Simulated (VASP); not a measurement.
Data:

```xyz
2
Lattice="0.0000 2.1977 2.1977 2.1977 0.0000 2.1977 2.1977 2.1977 0.0000" Properties=species:S:1:pos:R:3 pbc="T T T"
Nb     0.0000     0.0000     0.0000
N      2.1977     2.1977     2.1977
```

All values below come from PBE GGA, VASP's PBE PAW potentials (set 64) (plane waves; VASP). Run with 620 eV cut-off, 14×14×14 Γ-centred mesh, first-order Methfessel-Paxton smearing of 0.10 eV, potentials Nb_sv N.

### Question
Estimate the energy per atom (σ→0), pressure, band gap (on the k-mesh) with the smallest direct gap where there is one.

### Answer

The band gap (on the k-mesh) is none (metal, semimetal or under 0.01 eV) and the energy per atom (σ→0) comes out as -10.265 eV/atom. The pressure is 4.93 GPa.

The compound is NbN in the rock salt structure, the cubic δ form, which competes with hexagonal ones. It was relaxed first under an external pressure of 5 GPa. VASP warned that the highest band is occupied, so more bands are needed.
